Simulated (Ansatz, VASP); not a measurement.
## Zr13W3C16 (Zr0.811W0.189C, cubic rock salt solid solution) in two plane-wave programs

One calculation is typed for both programs; each brings its own data sets. How far apart do they land? The cell is invented: As first built, before any earlier steps moved the atoms or strained the cell (in the runner's words): 1x2x2 conventional cells of the ZrC type (32 atoms: 16 C, 13 Zr, 3 W); Zr/W share their sites, the best of 600 random draws by like-pair counts in two shells; start lattice of ZrC; atoms moved at random by 0.02 A. It may not be a known or stable phase. Of the first pair: The structure shown is the start of the Ansatz relaxation below; VASP solves that cell, so the two are compared at the walk's first step.

Program: Ansatz 0.2.0. Level of theory: plane waves, with VASP 6.6.1 beside it; PBEsol. Results are calculated unless marked as measured.

## Step 1: The starting structure

The cell holds 32 atoms: 16 C, 13 Zr and 3 W. Its edges and angles: a = 4.730 Å, b = 9.460 Å, c = 9.460 Å, α = 90.0°, β = 90.0°, γ = 90.0°. It derives from ZrC (ZrC type, space group 225), repeated 1×2×2. As first built, before any earlier steps moved the atoms or strained the cell (in the runner's words): 1x2x2 conventional cells of the ZrC type (32 atoms: 16 C, 13 Zr, 3 W); Zr/W share their sites, the best of 600 random draws by like-pair counts in two shells; start lattice of ZrC; atoms moved at random by 0.02 A.

## Step 2: Ansatz: relaxation, PBEsol

Ansatz runs on its default PAW (the set named soft_2) files.

The two programs are compared at the cell with which this relaxation starts, whose forces are those of its first step.

The input, input.yaml:

```yaml
crystal:
  lattice:
    - [4.73, 0.0, 0.0]
    - [0.0, 9.46, 0.0]
    - [0.0, 0.0, 9.46]
  atoms:
    - { symbol: C, position: [0.98873, 0.00128, 0.99947] }
    - { symbol: C, position: [0.99364, 0.25147, 0.2499] }
    - { symbol: C, position: [0.51247, 0.9953, 0.2483] }
    - { symbol: C, position: [0.50021, 0.24919, 0.00138] }
    - { symbol: C, position: [0.00377, 0.00102, 0.50014] }
    - { symbol: C, position: [0.99707, 0.25039, 0.75189] }
    - { symbol: C, position: [0.50052, 0.99556, 0.75357] }
    - { symbol: C, position: [0.49791, 0.25187, 0.49895] }
    - { symbol: C, position: [0.00459, 0.49931, 0.00316] }
    - { symbol: C, position: [0.00555, 0.74865, 0.24384] }
    - { symbol: C, position: [0.50148, 0.49792, 0.25209] }
    - { symbol: C, position: [0.50162, 0.74922, 0.998] }
    - { symbol: C, position: [0.99642, 0.50311, 0.50205] }
    - { symbol: C, position: [0.99911, 0.75069, 0.75196] }
    - { symbol: C, position: [0.49924, 0.49619, 0.75352] }
    - { symbol: C, position: [0.49866, 0.74872, 0.50007] }
    - { symbol: Zr, position: [0.49598, 0.99772, 0.00049] }
    - { symbol: Zr, position: [0.49703, 0.25092, 0.25087] }
    - { symbol: Zr, position: [0.00841, 0.99946, 0.25022] }
    - { symbol: Zr, position: [0.99776, 0.25255, 0.00106] }
    - { symbol: Zr, position: [0.50169, 0.00403, 0.50065] }
    - { symbol: Zr, position: [0.00122, 0.99726, 0.74634] }
    - { symbol: Zr, position: [0.9979, 0.25025, 0.49773] }
    - { symbol: Zr, position: [0.49603, 0.50164, 0.99884] }
    - { symbol: Zr, position: [0.49761, 0.74932, 0.24773] }
    - { symbol: Zr, position: [0.00374, 0.75307, 0.00225] }
    - { symbol: Zr, position: [0.5066, 0.74587, 0.75197] }
    - { symbol: Zr, position: [0.99954, 0.50297, 0.74869] }
    - { symbol: Zr, position: [0.00356, 0.75384, 0.50137] }
    - { symbol: W, position: [0.50073, 0.24975, 0.75122] }
    - { symbol: W, position: [0.99942, 0.49765, 0.25144] }
    - { symbol: W, position: [0.50729, 0.50097, 0.50242] }
kpoints:
  mp_grid: { grid: [5, 3, 3] }
hamiltonian:
  xc: pbesol
scf:
  occupations: { method: methfessel_paxton, width: 0.15 }
output:
  forces: true
  stress: true
relax:
  f_tol: 0.02
  max_steps: 45
  cell: { stress_tol: 0.1 }
```

On the command line:

```console
$ ansatz run input.yaml --threads 8 --pin off --max-ram 15360MiB --backend cpu --events-out ev --progress --plain --runs-dir out
```

Numbers of over 12 decimals in the logs are rounded to 6 here.

Output:

```text
The last accepted step is kept in <dir> (removed where the run ends without a failure and the disk answers)
Engine: ansatz 0.2.0, aarch64-unknown-linux-gnu
Pseudopotentials: kind: paw
Pseudopotential: C, paw, valence charge 4, recommended cutoff 420 eV (normal), C.paw.azcp
Pseudopotential: Zr, paw, valence charge 12, recommended cutoff 420 eV (normal), Zr.paw.azcp
Pseudopotential: W, paw, valence charge 14, recommended cutoff 420 eV (normal), W.paw.azcp
Functional definition: PBEsol
  exchange = pbesol_x
  correlation = pbesol_c
Crystal: 32 atoms, lattice volume = 423.295 Å³
Basis set: ecut = 420 eV, 8327 PW (Γ), exchange–correlation on 64×128×128 points (8 copies of the dense FFT grid, shifted against one another)
Bands: 163, of which v1, the nominal top of the filled ones, is band 131 counted from 1 (130 counted from 0)
Symmetry: 1 space group operations
Space group: P1 (ITA 1), of the structure as read, at distance tolerance 7.5e-5 Å
k-points: 23 of 45 (time reversal used)
Non-local potential: C, projectors of the file, l = 0: 2, l = 1: 2, l = 2: 1
Non-local potential: Zr, projectors of the file, l = 0: 3, l = 1: 2, l = 2: 2, l = 3: 2
Non-local potential: W, projectors of the file, l = 0: 3, l = 1: 2, l = 2: 2, l = 3: 1
PAW form: soft (Blöchl's): semilocal exchange-correlation on the pseudo side does not see the compensation charge
PAW frozen core: C, regenerated for the run's functional, and the local potential with it (the file was generated under x = pbe(κ = 0.804, μ = 0.219515), c = pbe(β = 0.066725))
PAW frozen core: Zr, regenerated for the run's functional, and the local potential with it (the file was generated under x = pbe(κ = 0.804, μ = 0.219515), c = pbe(β = 0.066725))
PAW frozen core: W, regenerated for the run's functional, and the local potential with it (the file was generated under x = pbe(κ = 0.804, μ = 0.219515), c = pbe(β = 0.066725))
PAW one-centre angular grid: C, 110 points (default); XC on 64 Gauss nodes
PAW one-centre angular grid: Zr, 590 points (default); XC on 64 Gauss nodes
PAW one-centre angular grid: W, 590 points (default); XC on 64 Gauss nodes
Initial density: superposition of atomic densities (neutral atoms: chi_scale 0, normalization atom), corrected by the library's trained network
Initial wavefunctions: pseudopotential atomic-orbital guess
Functional: x = pbesol(κ = 0.804, μ = 0.123457), c = pbesol(β = 0.046)
SCF iter   1: F=—  HF=-88409.600650 eV  |F-HF|=—  |Δ(HF+E_count)|=         —  Δρ=8.40e-3  dr2=8.46e-1  ethr=1.77e-3  ⟨swp⟩=4.0  Hψ=13937  notcnv=0
preconditioner: auto → Kerker (q_TF=auto, 2.519 Å⁻¹)  [metal: Δε(μ)=0.007 eV  Ē_g=6.876 eV  σ=0.150 eV  W_gap=0.04  n_scr=118 (ndim 8)  ℏωp=20.9 eV  f_vac=0.000  D(μ)=13.15/eV (n_scr^D=86)]
SCF iter   2: F=—  HF=-88409.530063 eV  |F-HF|=—  |Δ(HF+E_count)|=   7.06e-2  S|Δr|=    0.00e0  Δρ=3.76e-3  dr2=2.72e-1  ethr=3.23e-4  ⟨swp⟩=1.0  Hψ=4324  notcnv=0
SCF iter   3: F=—  HF=-88409.503222 eV  |F-HF|=—  |Δ(HF+E_count)|=   2.68e-2  S|Δr|=    0.00e0  Δρ=8.15e-4  dr2=2.70e-2  ethr=1.04e-4  ⟨swp⟩=1.9  Hψ=3342  notcnv=0
SCF iter   4: F=—  HF=-88409.500778 eV  |F-HF|=—  |Δ(HF+E_count)|=   2.44e-3  S|Δr|=    0.00e0  Δρ=3.56e-4  dr2=1.85e-3  ethr=1.03e-5  ⟨swp⟩=2.0  Hψ=3785  notcnv=0
SCF iter   5: F=—  HF=-88409.500495 eV  |F-HF|=—  |Δ(HF+E_count)|=   2.82e-4  S|Δr|=    0.00e0  Δρ=8.97e-5  dr2=1.04e-4  ethr=7.07e-7  ⟨swp⟩=2.0  Hψ=4292  notcnv=0
SCF iter   6: F=—  HF=-88409.500476 eV  |F-HF|=—  |Δ(HF+E_count)|=   1.91e-5  S|Δr|=    0.00e0  Δρ=1.92e-5  dr2=5.54e-6  ethr=3.97e-8  ⟨swp⟩=2.0  Hψ=4303  notcnv=0
SCF iter   7: F=—  HF=-88409.501660 eV  |F-HF|=—  |Δ(HF+E_count)|=   1.18e-3  S|Δr|=    0.00e0  Δρ=5.99e-6  dr2=5.24e-7  ethr=2.11e-9  ⟨swp⟩=2.0  Hψ=5273  notcnv=0
SCF iter   8: F=-88409.501660 eV  HF=-88409.501660 eV  |F-HF|=2.65e-8  |Δ(HF+E_count)|=   4.17e-8  S|Δr|=    0.00e0  Δρ=1.42e-6  dr2=3.14e-8  ethr=3.82e-11  ⟨swp⟩=4.0  Hψ=11349  notcnv=0
SCF 1 converged in 8 iterations: F = -88409.501660 eV  dr2 = 3.14e-8
  greatest PAW one-centre occupation: 1.000 electrons in one spin orbital (limit 2), on the W atom at site 29 (counted from 0), in its partial waves of l = 0
relax step   1: F+E_penalty+E_count = -88409.50165989 eV  Δ(F+E_penalty+E_count) = +0.000e0 eV  max|allowed force component| = 1.200e0 eV/Å  Δτ_max = 0.0000 Å  P = -18.788 GPa  Ω = 423.295 Å³  (8 SCF iters, dr2 threshold 1.00e-7 eV, accepted)
[...]
relax step  11: F+E_penalty+E_count = -88412.61384490 eV  Δ(F+E_penalty+E_count) = -3.035e-4 eV  max|allowed force component| = 3.538e-3 eV/Å  Δτ_max = 0.0007 Å  P = +0.003 GPa  Ω = 388.459 Å³  energy of the carried Pulay correction = +2.376e-4 eV  (5 SCF iters, dr2 threshold 3.50e-8 eV, accepted)
[...]
relax step  12: F+E_penalty+E_count = -88412.61365979 eV  Δ(F+E_penalty+E_count) = +1.851e-4 eV  max|allowed force component| = 3.562e-3 eV/Å  Δτ_max = 0.0000 Å  P = +0.002 GPa  Ω = 388.459 Å³  stress off target by 7.53e-3 GPa  SCF on the basis re-selected at this cell (its energy is not comparable with the rows above)  (4 SCF iters)
basis re-selected at this cell: Δ(F+E_penalty+E_count) = +1.851e-4 eV, ΔP = -0.000 GPa vs the last step (what re-selecting the basis moved, of the pressure what is left beyond the Pulay correction that the steps carried, after the strain that the cell walked since its last selection, with what the two solves' SCF thresholds leave and, on support functions, any second-order correction that the steps lacked; it is no m [...]
SCF converged after 4 iterations
Stability not checked: this state was not tested for a lower state beside it, because cold or Methfessel-Paxton smearing, or corrected tetrahedra, fill the levels in a way that the test cannot read (fill_not_monotonic; see scf.lower_state_search)
Free energy (F): -88412.613660 eV
Harris-Foulkes:  -88412.613660 eV  (|F-HF|=9.31e-10)
Internal energy: -88412.606882 eV  (E = F + TS)
E sigma→0 (E₀):  -88412.611965 eV
Entropy (-TS):   -0.006778 eV (-0.212 meV/atom)
Fermi energy:    16.626685 eV
--- Per-component energies (eV) ---
  E_band       = -764.138634
  E_kinetic    = 7133.602547
  E_local      = -9767.678685  (includes V_loc(G=0)·N_el)
  E_nonlocal   = 1464.680735
  E_hartree    = 3057.625606
  E_xc         = -3676.502740
  E_vxc        = -4181.512149  (∫ρ·V_xc dr)
  E_paw        = -64517.862280  (= ΣΔE_a)
  E_vpaw       = -1528.482822  (= ΣTr[D̂ρ^β])
  E_aug_tail   = 0.000184  (compensation charges beyond the density's cutoff)
  E_ewald      = -22109.629599
  E_core_change = 3.157350  (= ΣΔE_core)
  E_smearing   = -0.006778  (= −TS)
  E_closure    = 0.000000  (closes the sum)
  Σ components = -88412.613660   (vs F -88412.613660, Δ=0.00e0)
--- Forces (eV/Å), atoms counted from 1 ---
  atom   1  C     -0.00006967    -0.00105597     0.00075107
  atom   2  C     -0.00009862    -0.00282994    -0.00083544
  atom   3  C      0.00039297    -0.00035195     0.00015818
  atom   4  C      0.00015791     0.00027447    -0.00226331
  atom   5  C     -0.00010044    -0.00066290    -0.00022442
  atom   6  C      0.00014683    -0.00151052     0.00016238
  atom   7  C      0.00030824     0.00111721    -0.00102298
  atom   8  C     -0.00013224     0.00120301     0.00202081
  atom   9  C      0.00018304    -0.00039939     0.00246059
  atom  10  C     -0.00014650    -0.00008657    -0.00066585
  atom  11  C     -0.00039806    -0.00137109     0.00165766
  atom  12  C      0.00012094    -0.00021727    -0.00067054
  atom  13  C      0.00007982    -0.00006506    -0.00111333
  atom  14  C     -0.00002240     0.00234398     0.00164854
  atom  15  C      0.00005058    -0.00011913    -0.00202821
  atom  16  C      0.00012684    -0.00226425     0.00025795
  atom  17  Zr     0.00012093     0.00136400    -0.00028555
  atom  18  Zr    -0.00007917     0.00356209     0.00103291
  atom  19  Zr    -0.00026847     0.00197529    -0.00017594
  atom  20  Zr    -0.00023797     0.00179780     0.00080759
  atom  21  Zr     0.00007544     0.00175202     0.00223999
  atom  22  Zr    -0.00032059     0.00220497    -0.00104789
  atom  23  Zr    -0.00003490     0.00182709    -0.00001048
  atom  24  Zr    -0.00014995    -0.00213639     0.00085535
  atom  25  Zr    -0.00001165    -0.00080688     0.00091713
  atom  26  Zr    -0.00005842     0.00018092     0.00180467
  atom  27  Zr     0.00001148    -0.00067345    -0.00121585
  atom  28  Zr     0.00008392    -0.00310796     0.00010235
  atom  29  Zr    -0.00019180     0.00032748    -0.00346788
  atom  30  W     -0.00019818    -0.00113235    -0.00038905
  atom  31  W      0.00069019     0.00061945    -0.00002048
  atom  32  W     -0.00002820    -0.00175680    -0.00143885
  max |Σ_I F_I| component: 1.91e-6 eV/Å
--- Stress (GPa, compression-positive) ---
       -0.003856       0.000171       0.000155
        0.000171       0.007513       0.000206
        0.000155       0.000206       0.003783
  P = ⅓ Tr σ = 0.0025 GPa (0.025 kbar)
--- Relaxed structure (10 steps of the walk, 9 accepted, 2 SCFs on fresh bases) ---
  F+E_penalty+E_count = -88412.61365979 eV   max|allowed force component| = 3.562e-3 eV/Å   (the final SCF, on the basis selected at the relaxed cell)
  cell:  # Å, volume = 388.4590 Å³
    - [4.591412, -6.843352075558273e-6, 8.983954287943155e-5]
    - [-1.3686704151116546e-5, 9.194051, 0.00274756]
    - [0.000179679, 0.00274756, 9.202210]
  atoms:
    - { symbol: C, position: [1.000473, 0.00133916, 0.999925] }
    - { symbol: C, position: [1.000448, 0.261978, 0.251613] }
    - { symbol: C, position: [0.500501, 1.000765, 0.251628] }
    - { symbol: C, position: [0.500460, 0.251125, -0.00615676] }
    - { symbol: C, position: [0.000482816, 0.0017025, 0.500719] }
    - { symbol: C, position: [1.000493, 0.250880, 0.748447] }
    - { symbol: C, position: [0.500489, 1.009628, 0.749641] }
    - { symbol: C, position: [0.500515, 0.259516, 0.507854] }
    - { symbol: C, position: [0.000443759, 0.498873, 0.00806066] }
    - { symbol: C, position: [0.00044376, 0.738283, 0.251278] }
    - { symbol: C, position: [0.500883, 0.499664, 0.257382] }
    - { symbol: C, position: [0.500456, 0.748100, 1.001263] }
    - { symbol: C, position: [1.000425, 0.499418, 0.495363] }
    - { symbol: C, position: [1.000492, 0.747942, 0.748667] }
    - { symbol: C, position: [0.500490, 0.493107, 0.740448] }
    - { symbol: C, position: [0.500504, 0.737987, 0.499968] }
    - { symbol: Zr, position: [0.500475, 1.000980, 0.000169143] }
    - { symbol: Zr, position: [0.500462, 0.253656, 0.251172] }
    - { symbol: Zr, position: [0.000463194, 0.999439, 0.251213] }
    - { symbol: Zr, position: [1.000476, 0.249964, -0.00148671] }
    - { symbol: Zr, position: [0.500492, 0.000388917, 0.500110] }
    - { symbol: Zr, position: [0.000490583, 1.001442, 0.749707] }
    - { symbol: Zr, position: [1.000511, 0.253214, 0.501506] }
    - { symbol: Zr, position: [0.500479, 0.499245, 0.998955] }
    - { symbol: Zr, position: [0.500459, 0.745830, 0.250936] }
    - { symbol: Zr, position: [0.000474197, 0.749494, 0.000693598] }
    - { symbol: Zr, position: [0.500492, 0.751686, 0.750127] }
    - { symbol: Zr, position: [1.000501, 0.499137, 0.749758] }
    - { symbol: Zr, position: [0.00050653, 0.745712, 0.500117] }
    - { symbol: W, position: [0.500488, 0.244855, 0.748886] }
    - { symbol: W, position: [1.000056, 0.499787, 0.244166] }
    - { symbol: W, position: [0.500674, 0.502023, 0.509451] }
```

Reading the cycles: dr2 is the Hartree energy of the density residual (eV), the measure of convergence; HF is the Harris–Foulkes estimate of the energy, which meets the free energy F at convergence.

(Part 1 of 2 ends here.)

[Lines on the potential files, build, host, timing and source positions are cut from VASP's logs without a mark.]

[Logs are printed without paths, hosts, clocks, repeated set-up lines and the standing remarks that a program may print on its own settings, such as how far it seeks lower states.]

[Hosts, paths, dates, database ids (printed as entryN), source tags and the programs' standing remarks are cut or masked in the printed files.]
